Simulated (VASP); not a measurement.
Level of theory: PBE GGA, VASP's PBE PAW potentials (set 64) (plane waves; VASP).

Input for VASP

### KPOINTS
```
K-points
0
Gamma
14 14 14
```

**POSCAR**
```
HfC
1.0
  0.0000000000   2.2163881776   2.2163881776
  2.2163881776   0.0000000000   2.2163881776
  2.2163881776   2.2163881776   0.0000000000
Hf C
1 1
Cartesian
  2.2163881776   2.2163881776   0.0000000000
  2.2163881776   2.2163881776   2.2163881776
```

INCAR:
```
ALGO=Normal
EDIFF=1E-6
EDIFFG=-0.02
ENCUT=620
GGA=PE
IBRION=2
ISIF=3
ISMEAR=1
LASPH=.TRUE.
LCHARG=.FALSE.
LMAXMIX=6
LREAL=.FALSE.
LWAVE=.FALSE.
NELM=100
NSW=40
PREC=Accurate
PSTRESS=450
SIGMA=0.1
SYSTEM=HfC
```

POTCAR, in this order: Hf_pv C (PBE.64 set). Program: vasp_std.

Output

File OSZICAR:
```
       N       E                     dE             d eps       ncg     rms          rms(c)
DAV:   1     0.320288696772E+02    0.32029E+02   -0.88391E+03  2288   0.143E+03
DAV:   2    -0.218285465768E+02   -0.53857E+02   -0.50916E+02  2999   0.245E+02
DAV:   3    -0.236658397005E+02   -0.18373E+01   -0.18210E+01  2908   0.344E+01
DAV:   4    -0.236802609121E+02   -0.14421E-01   -0.14414E-01  2677   0.314E+00
DAV:   5    -0.236803769537E+02   -0.11604E-03   -0.11604E-03  2930   0.249E-01    0.742E+01
DAV:   6    -0.206697356854E+02    0.30106E+01   -0.17605E+01  2500   0.233E+01    0.507E+01
DAV:   7    -0.206394819857E+02    0.30254E-01   -0.40633E-01  2609   0.553E+00    0.246E+01
DAV:   8    -0.206346563407E+02    0.48256E-02   -0.16135E-02  2554   0.143E+00    0.361E+00
DAV:   9    -0.206327292257E+02    0.19271E-02   -0.10311E-02  2590   0.601E-01    0.161E+00
DAV:  10    -0.206325808283E+02    0.14840E-03   -0.68532E-04  2642   0.228E-01    0.707E-02
DAV:  11    -0.206325810374E+02   -0.20902E-06   -0.49772E-05  2735   0.636E-02    0.778E-02
DAV:  12    -0.206325784424E+02    0.25949E-05   -0.34984E-06  2509   0.179E-02    0.296E-02
DAV:  13    -0.206325781711E+02    0.27135E-06   -0.18769E-07  1252   0.459E-03
   1 F= -.14516551E+02 E0= -.14516492E+02  d E =-.145166E+02
```

File OUTCAR:
```
------------------------ aborting loop because EDIFF is reached ----------------------------------------
  FORCE on cell =-STRESS in cart. coord.  units (eV):
  Direction    XX          YY          ZZ          XY          YZ          ZX
  --------------------------------------------------------------------------------------
  Total        6.1074205      6.1074205      6.1074205      0.0000000      0.0000000      0.0000000
  in kB      449.3667513    449.3667513    449.3667513      0.0000000      0.0000000      0.0000000
  external PRESSURE =      -0.6332487 kB  Pullay stress =     450.0000000 kB
  volume of cell :       21.78
      direct lattice vectors                 reciprocal lattice vectors
     0.000000000  2.216388178  2.216388178    -0.225592252  0.225592252  0.225592252
     2.216388178  0.000000000  2.216388178     0.225592252 -0.225592252  0.225592252
     2.216388178  2.216388178  0.000000000     0.225592252  0.225592252 -0.225592252
 POSITION                                       TOTAL-FORCE (eV/Angst)
 -----------------------------------------------------------------------------------
      0.00000      0.00000      0.00000        -0.000000      0.000000      0.000000
      2.21639      2.21639      2.21639         0.000000     -0.000000     -0.000000
 -----------------------------------------------------------------------------------
    total drift:                                0.000000      0.000000      0.000000
  FREE ENERGIE OF THE ION-ELECTRON SYSTEM (eV)
  ---------------------------------------------------
  free  energy   TOTEN  =       -20.6325781711 eV

  energy  without entropy=      -20.6324007981  energy(sigma->0) =      -20.63251905
  enthalpy is  TOTEN    =       -14.5165510607 eV   P V=        6.1160271104

 reached required accuracy - stopping structural energy minimisation
```
(Selected blocks of OUTCAR.)

The compound is HfC in the rock salt structure. It was relaxed first under an external pressure of 45 GPa.
